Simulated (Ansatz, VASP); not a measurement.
**Cross-check of Ti9Al44O84 (glassy 29TiO2-71Al2O3 (mol %)) between VASP and Ansatz**

Aim: how closely do two programs agree when they are given the same cell, functional and k mesh? Of the first pair: The structure shown is the start of the Ansatz relaxation below; VASP solves that cell, so the two are compared at the walk's first step.

Method: plane waves, with VASP 6.6.1 beside it; single point at PBE, in Ansatz 0.2.0.

### 1. The starting structure

The cell holds 137 atoms: 9 Ti, 44 Al and 84 O. Cell: a = 12.030 Å, b = 11.835 Å, c = 11.728 Å, α = 88.0°, β = 89.4°, γ = 89.6°. As first built, before any earlier steps moved the atoms (in the runner's words): 137 atoms (9 Ti, 44 Al, 84 O) placed at random at 3.12 g/cm^3, melted at 4000 K for 10 ps at fixed volume with the Morse and Coulomb pair potential with partial charges (Pedone, Malavasi, Menziani, Cormack and Segre, J. Phys. Chem. B 110, 11780 (2006)). Quenched from 4000 K to 300 K at 1000 K/ps and fixed volume, held 10 ps at zero pressure.

### 2. Ansatz: relaxation, PBE

Ansatz runs on its default PAW (the set named soft_2) files.

The two programs are compared at the cell with which this relaxation starts, whose forces are those of its first step.

File input.yaml:

```yaml
crystal:
  lattice:
    - [12.02994, 0.04217, 0.0583]
    - [0.04217, 11.83359, 0.20823]
    - [0.0583, 0.20823, 11.72623]
  atoms:
    - { symbol: Ti, position: [0.36728, 0.73565, 0.83342] }
    - { symbol: Ti, position: [0.07146, 0.91486, 0.37785] }
    - { symbol: Ti, position: [0.39267, 0.20817, 0.40041] }
    - { symbol: Ti, position: [0.79741, 0.5792, 0.2057] }
    - { symbol: Ti, position: [0.028, 0.50611, 0.64068] }
    - { symbol: Ti, position: [0.00085, 0.81848, 0.87951] }
    - { symbol: Ti, position: [0.59251, 0.24541, 0.97803] }
    - { symbol: Ti, position: [0.42355, 0.79811, 0.37828] }
    - { symbol: Ti, position: [0.37335, 0.37564, 0.6639] }
    - { symbol: Al, position: [0.34417, 0.96853, 0.97411] }
    - { symbol: Al, position: [0.84711, 0.29268, 0.2943] }
    - { symbol: Al, position: [0.00606, 0.4653, 0.13046] }
    - { symbol: Al, position: [0.86326, 0.28256, 0.05641] }
    - { symbol: Al, position: [0.68843, 0.83307, 0.28085] }
    - { symbol: Al, position: [0.38937, 0.99009, 0.19585] }
    - { symbol: Al, position: [0.11311, 0.29574, 0.7611] }
    - { symbol: Al, position: [0.05922, 0.72347, 0.15852] }
    - { symbol: Al, position: [0.15682, 0.33514, 0.03072] }
    - { symbol: Al, position: [0.834, 0.71509, 0.68744] }
    - { symbol: Al, position: [0.59018, 0.89661, 0.73488] }
    - { symbol: Al, position: [0.36312, 0.26208, 0.14681] }
    - { symbol: Al, position: [0.2523, 0.52305, 0.19875] }
    - { symbol: Al, position: [0.83435, 0.9196, 0.51166] }
    - { symbol: Al, position: [0.76804, 0.06859, 0.67247] }
    - { symbol: Al, position: [0.13178, 0.7877, 0.65209] }
    - { symbol: Al, position: [0.69688, 0.10671, 0.162] }
    - { symbol: Al, position: [0.34434, 0.22414, 0.865] }
    - { symbol: Al, position: [0.39494, 0.46067, 0.95171] }
    - { symbol: Al, position: [0.95513, 0.13902, 0.43599] }
    - { symbol: Al, position: [0.53678, 0.6245, 0.20776] }
[... 101 atom lines left out ...]
    - { symbol: O, position: [0.00657, 0.32659, 0.0584] }
    - { symbol: O, position: [0.69409, 0.34083, 0.32956] }
    - { symbol: O, position: [0.72681, 0.82633, 0.43012] }
    - { symbol: O, position: [0.7254, 0.33951, 0.01523] }
    - { symbol: O, position: [0.7767, 0.55297, 0.36104] }
    - { symbol: O, position: [0.89491, 0.79757, 0.57999] }
kpoints:
  mp_grid: { grid: [1, 1, 1] }
hamiltonian:
  xc: pbe
scf:
  occupations: { method: fixed }
output:
  forces: true
  eigenvalues: true
  stress: true
relax:
  f_tol: 0.05
  max_steps: 70
```

Launch:

```
ansatz run input.yaml --threads 4 --pin off --max-ram 8192MiB --backend cpu --events-out ev --progress --plain --runs-dir out
```

Numbers of over 12 decimals in the logs are rounded to 6 here.

Output:

```text
Warning: output.stress: scf.convergence.dr2_threshold = 1e-7 eV (the SCF's general default) is looser than the 1.08e-8 eV advised for a printed stress (1e-10 eV for each atom of the cell: 137, of which 108 are counted). What an SCF threshold leaves in a stress goes as its square root, and in the free energy as the threshold itself, and one threshold admits the most on a small cell: [figures from the program's tests c [...]
Engine: ansatz 0.2.0, x86_64-unknown-linux-gnu
Pseudopotentials: kind: paw
Pseudopotential: Ti, paw, valence charge 12, recommended cutoff 420 eV (normal), Ti.paw.azcp
Pseudopotential: Al, paw, valence charge 3, recommended cutoff 420 eV (normal), Al.paw.azcp
Pseudopotential: O, paw, valence charge 6, recommended cutoff 420 eV (normal), O.paw.azcp
Functional definition: PBE
  parameter kappa = 0.804
  parameter beta = 0.066725
  exchange = pbe_x(kappa = kappa, mu = beta*pi^2/3)
  correlation = pbe_c(beta = beta)
Crystal: 137 atoms, lattice volume = 1668.734 Å³
Basis set: ecut = 420 eV, 32629 PW (Γ), exchange–correlation on 162×160×160 points (8 copies of the dense FFT grid, shifted against one another)
Bands: 509, of which v1, the nominal top of the filled ones, is band 372 counted from 1 (371 counted from 0)
Symmetry: 1 space group operations
Space group: P1 (ITA 1), of the structure as read, at distance tolerance 1.2e-4 Å
k-points: 1
Non-local potential: Ti, projectors of the file, l = 0: 3, l = 1: 2, l = 2: 3, l = 3: 1
Non-local potential: Al, projectors of the file, l = 0: 2, l = 1: 2, l = 2: 1
Non-local potential: O, projectors of the file, l = 0: 2, l = 1: 2, l = 2: 1
PAW form: soft (Blöchl's): semilocal exchange-correlation on the pseudo side does not see the compensation charge
PAW one-centre angular grid: Ti, 590 points (default); XC on 64 Gauss nodes
PAW one-centre angular grid: Al, 110 points (default); XC on 64 Gauss nodes
PAW one-centre angular grid: O, 110 points (default); XC on 64 Gauss nodes
Initial density: superposition of atomic densities (neutral atoms: chi_scale 0, normalization atom), corrected by the library's trained network
Initial wavefunctions: pseudopotential atomic-orbital guess
Functional: x = pbe(κ = 0.804, μ = 0.219515), c = pbe(β = 0.066725)
SCF iter   1: F=—  HF=-93990.055822 eV  |F-HF|=—  |Δ(HF+E_count)|=         —  Δρ=3.60e-3  dr2=3.68e-1  ethr=1.77e-3  ⟨swp⟩=4.0  Hψ=1779  notcnv=0  defer=131
preconditioner: auto → Resta (q_TF=auto, 2.385 Å⁻¹)  ε∞=4.3  [insulator: Δε(μ)=2.199 eV  Ē_g=13.054 eV  n_scr=382 (ndim 8)  ℏωp=23.6 eV  f_vac=0.069  ε∞_Penn≈4.3]
SCF iter   2: F=—  HF=-93990.009802 eV  |F-HF|=—  |Δ(HF+E_count)|=   4.60e-2  Δρ=2.20e-3  dr2=9.44e-2  ethr=4.95e-5  ⟨swp⟩=3.0  Hψ=966  notcnv=0  defer=132
SCF iter   3: F=—  HF=-93990.003048 eV  |F-HF|=—  |Δ(HF+E_count)|=   6.75e-3  Δρ=1.30e-3  dr2=4.95e-2  ethr=1.27e-5  ⟨swp⟩=3.0  Hψ=746  notcnv=0  defer=135
SCF iter   4: F=—  HF=-93989.998598 eV  |F-HF|=—  |Δ(HF+E_count)|=   4.45e-3  Δρ=7.42e-4  dr2=1.27e-2  ethr=6.65e-6  ⟨swp⟩=2.0  Hψ=860  notcnv=0  defer=135
SCF iter   5: F=—  HF=-93989.996806 eV  |F-HF|=—  |Δ(HF+E_count)|=   1.79e-3  Δρ=2.78e-4  dr2=1.47e-3  ethr=1.71e-6  ⟨swp⟩=2.0  Hψ=750  notcnv=0  defer=135
SCF iter   6: F=—  HF=-93989.996876 eV  |F-HF|=—  |Δ(HF+E_count)|=   7.00e-5  Δρ=2.08e-4  dr2=8.24e-4  ethr=1.98e-7  ⟨swp⟩=2.0  Hψ=749  notcnv=0  defer=135
SCF iter   7: F=—  HF=-93989.996827 eV  |F-HF|=—  |Δ(HF+E_count)|=   4.89e-5  Δρ=6.91e-5  dr2=8.80e-5  ethr=1.11e-7  ⟨swp⟩=2.0  Hψ=750  notcnv=0  defer=135
SCF iter   8: F=-93989.996847 eV  HF=-93989.996843 eV  |F-HF|=3.92e-6  |Δ(HF+E_count)|=   1.59e-5  Δρ=2.83e-5  dr2=1.60e-5  ethr=8.40e-9  ⟨swp⟩=16.0  Hψ=2775  notcnv=0
SCF 1 converged in 8 iterations: F = -93989.996847 eV  dr2 = 1.60e-5
  greatest PAW one-centre occupation: 0.999 electrons in one spin orbital (limit 2), on the Ti atom at site 8 (counted from 0), in its partial waves of l = 0
[...]
- { symbol: Al, position: [0.747742, 0.983446, 0.927638] }
    - { symbol: Al, position: [0.152315, 0.093795, 0.138068] }
    - { symbol: Al, position: [0.357916, 0.074642, 0.687228] }
    - { symbol: Al, position: [0.548595, 0.025509, 0.510176] }
    - { symbol: Al, position: [0.666511, 0.752343, 0.542899] }
    - { symbol: Al, position: [0.977647, 0.092220, 0.910522] }
    - { symbol: Al, position: [0.590508, 0.367984, 0.227510] }
    - { symbol: Al, position: [0.543313, 0.847199, -0.00108004] }
    - { symbol: Al, position: [0.672112, 0.500259, 0.468134] }
    - { symbol: Al, position: [0.335076, 0.740512, 0.123214] }
    - { symbol: Al, position: [0.223473, 0.572541, 0.487171] }
    - { symbol: Al, position: [0.117863, 0.359521, 0.371980] }
    - { symbol: Al, position: [0.860782, 0.299855, 0.779348] }
    - { symbol: Al, position: [0.593453, 0.590715, 0.714769] }
    - { symbol: Al, position: [0.057298, 0.013667, 0.654596] }
    - { symbol: Al, position: [0.418424, 0.448139, 0.401356] }
    - { symbol: Al, position: [0.170801, 0.552856, 0.892623] }
    - { symbol: Al, position: [0.203235, 0.169378, 0.542572] }
    - { symbol: Al, position: [0.748667, 0.700478, 0.931503] }
    - { symbol: Al, position: [0.680520, 0.248078, 0.453936] }
    - { symbol: Al, position: [0.656668, 0.334551, 0.707572] }
    - { symbol: Al, position: [0.389071, 0.679246, 0.596459] }
    - { symbol: Al, position: [0.697377, 0.477069, 0.934571] }
    - { symbol: O, position: [0.310980, 0.815344, 0.972754] }
    - { symbol: O, position: [0.396796, 0.223421, 0.714165] }
    - { symbol: O, position: [0.200928, 0.282318, 0.639745] }
    - { symbol: O, position: [0.895282, 0.00447704, 0.626404] }
    - { symbol: O, position: [0.357942, 0.387751, 0.832714] }
    - { symbol: O, position: [0.410523, 0.335627, 0.507629] }
    - { symbol: O, position: [0.385998, 0.134992, 0.244348] }
    - { symbol: O, position: [0.771564, 0.214416, 0.694078] }
    - { symbol: O, position: [0.920368, 0.987261, 0.402318] }
    - { symbol: O, position: [0.540084, 0.520027, 0.409999] }
    - { symbol: O, position: [0.312017, 0.715495, 0.464136] }
    - { symbol: O, position: [0.069231, 0.869664, 0.734833] }
    - { symbol: O, position: [0.757389, 0.731477, 0.201639] }
    - { symbol: O, position: [0.863649, 0.735045, 0.836084] }
    - { symbol: O, position: [0.548790, 0.433568, 0.962584] }
    - { symbol: O, position: [0.593479, 0.248620, 0.826036] }
    - { symbol: O, position: [0.111538, 0.887273, 0.514914] }
    - { symbol: O, position: [0.286189, 0.504868, 0.362606] }
    - { symbol: O, position: [0.355377, 0.850743, 0.232977] }
    - { symbol: O, position: [0.476174, 0.938921, 0.412317] }
    - { symbol: O, position: [0.422203, 0.237253, -0.00115505] }
    - { symbol: O, position: [0.819436, 0.194643, 0.177736] }
    - { symbol: O, position: [0.538257, 0.442499, 0.697437] }
    - { symbol: O, position: [0.026838, 0.814136, 0.029133] }
[...]
- { symbol: O, position: [0.321462, 0.592825, 0.913711] }
    - { symbol: O, position: [0.098443, 0.681488, 0.867978] }
    - { symbol: O, position: [-0.010931, 0.332961, 0.064937] }
    - { symbol: O, position: [0.695245, 0.335848, 0.328130] }
    - { symbol: O, position: [0.713427, 0.843954, 0.424344] }
    - { symbol: O, position: [0.731306, 0.343193, 0.00827682] }
    - { symbol: O, position: [0.768306, 0.558598, 0.364900] }
    - { symbol: O, position: [0.831779, 0.783703, 0.579495] }
```

### 3. VASP: single point, PBE, start cell, pair 1

The same cell, functional and mesh now go to VASP, with its own data sets.

Lines of VASP's logs that name or quote its potential files are left out, and so is its time.

File INCAR:

```
SYSTEM = Ti9Al44O84
PREC = Accurate
ENCUT = 520
EDIFF = 1E-06
NELM = 120
ISMEAR = 0
SIGMA = 0.01
LREAL = Auto
ALGO = Normal
GGA = PE
NBANDS = 467
LASPH = .TRUE.
LORBIT = 11
LWAVE = .FALSE.
LCHARG = .FALSE.
ISIF = 2
GGA_COMPAT = .FALSE.
EFERMI = MIDGAP
```

File POSCAR:

```
Ti9Al44O84
1.0
   12.0299400000      0.0421700000      0.0583000000
    0.0421700000     11.8335900000      0.2082300000
    0.0583000000      0.2082300000     11.7262300000
Ti Al O
9 44 84
Direct
    0.3672827259      0.7356489563      0.8334224414
    0.0714626769      0.9148624501      0.3778479458
    0.3926684491      0.2081671318      0.4004066770
    0.7974090184      0.5792020871      0.2057015600
    0.0279972767      0.5061110126      0.6406816396
    0.0008486716      0.8184772462      0.8795085041
    0.5925077127      0.2454081676      0.9780257984
    0.4235507422      0.7981068539      0.3782816132
    0.3733479876      0.3756436180      0.6638973943
    0.3441718344      0.9685266249      0.9741117548
    0.8471114289      0.2926833310      0.2943032802
    0.0060576093      0.4653008677      0.1304560154
    0.8632625034      0.2825559025      0.0564064649
    0.6884320323      0.8330682176      0.2808485436
    0.3893726954      0.9900883140      0.1958458500
    0.1131141662      0.2957383429      0.7610991639
    0.0592230387      0.7234740024      0.1585162755
    0.1568233952      0.3351382965      0.0307235444
    0.8339997471      0.7150902379      0.6874395756
    0.5901813684      0.8966076766      0.7348816977
    0.3631181056      0.2620774026      0.1468125593
    0.2523001662      0.5230513317      0.1987489518
    0.8343508405      0.9196002227      0.5116622300
    0.7680422749      0.0685914575      0.6724702088
    0.1317766775      0.7877032774      0.6520931251
    0.6968825588      0.1067114179      0.1620001679
    0.3443424297      0.2241383026      0.8649968931
    0.3949387101      0.4606692664      0.9517082568
    0.9551268721      0.1390224980      0.4359941301
    0.5367817478      0.6245020845      0.2077620476
[... 101 atom lines left out ...]
    0.0065688505      0.3265925539      0.0583999008
    0.6940861000      0.3408269746      0.3295572728
    0.7268097487      0.8263330920      0.4301177490
    0.7253980307      0.3395113592      0.0152319070
    0.7766981619      0.5529739212      0.3610429556
    0.8949133064      0.7975678577      0.5799859801
```

File KPOINTS:

```
Automatic mesh
0
Gamma
1 1 1
0 0 0
```

The projector-augmented-wave data sets are Ti_sv, Al and O (PBE family, release 64).

Launch:

```
export OMP_NUM_THREADS=3
mpirun -np 1 vasp_gam
```

Output:

```text
[banner, memory and clock lines left out]
running    1 mpi-ranks, on    1 nodes
[...]
Offloading initialized ...    1 GPUs detected
[...]
LDA part: xc-table for (Slater+PW92), standard interpolation
 POSCAR, INCAR and KPOINTS ok, starting setup
[...]
entering main loop
       N       E                     dE             d eps       ncg     rms          rms(c)
DAV:   1     0.874352592042E+04    0.87435E+04   -0.42181E+05   934   0.166E+03
DAV:   2     0.684182024254E+02   -0.86751E+04   -0.81616E+04  1094   0.441E+02
DAV:   3    -0.115557945957E+04   -0.12240E+04   -0.12055E+04  1097   0.178E+02
DAV:   4    -0.123290392273E+04   -0.77324E+02   -0.77015E+02  1316   0.457E+01
[...]
DAV:  19    -0.104093142563E+04   -0.10312E-05   -0.30268E-05  1068   0.109E-02    0.152E-02
DAV:  20    -0.104093142761E+04   -0.19801E-05   -0.17056E-05  1036   0.845E-03    0.852E-03
DAV:  21    -0.104093142793E+04   -0.31929E-06   -0.48262E-06   932   0.579E-03
   1 F= -.10409314E+04 E0= -.10409314E+04  d E =0.000000E+00
```

From OUTCAR (step 3):

```text
  Total      -92.1504107    -96.2476041    -96.1479622     -0.5143195      4.6523836      0.0968006
  in kB      -88.4750515    -92.4088310    -92.3131632     -0.4938062      4.4668263      0.0929398
  external PRESSURE =     -91.0656819 kB  Pullay stress =       0.0000000 kB

  FREE ENERGIE OF THE ION-ELECTRON SYSTEM (eV)
  ---------------------------------------------------
  free  energy   TOTEN  =     -1040.9314279331 eV

  energy  without entropy=    -1040.9314279331  energy(sigma->0) =    -1040.93142793

[... 3 further parts left out ...]
[key lines of the parts left out:]
E-fermi :   4.1633
```

The run ends at a pressure of -9.11 GPa, with forces up to 0.70 eV/Å.

### 4. Comparison

Known differences besides the potentials themselves: fixed occupations in Ansatz, narrow Gaussian smearing in VASP; the cutoff is 420 eV in Ansatz and 520 eV in VASP (PREC = Accurate, projectors in real space). Total energies have different zeros and are not compared.

Forces on 7 of the 137 atoms, those with the largest forces and the largest differences (eV/Å; atoms numbered as in POSCAR):

| atom | Ansatz x, y, z | VASP x, y, z |
| --- | --- | --- |
| Ti3 | -0.215, -0.191, 0.575 | -0.184, -0.144, 0.492 |
| O69 | 0.168, 0.350, 0.723 | 0.167, 0.345, 0.590 |
| O77 | -0.093, -0.246, -0.531 | -0.070, -0.267, -0.420 |
| O89 | 0.002, 0.649, -0.412 | -0.020, 0.576, -0.321 |
| O124 | 0.614, 0.038, -0.148 | 0.519, 0.097, -0.121 |
| O136 | -0.330, -0.114, -0.515 | -0.342, -0.129, -0.434 |
| O137 | -0.609, 0.097, 0.275 | -0.600, 0.106, 0.260 |

The forces differ by 23 meV/Å r.m.s., which is 12.7 % of the r.m.s. force of 0.182 eV/Å (both taken over all components).

[end of part 1 of 2]

[Lines on the potential files, build, host, timing and source positions are cut from VASP's logs without a mark.]

[Logs are printed without paths, hosts, clocks, repeated set-up lines and the standing remarks that a program may print on its own settings, such as how far it seeks lower states.]

[Hosts, paths, dates, database ids (printed as entryN), source tags and the programs' standing remarks are cut or masked in the printed files.]
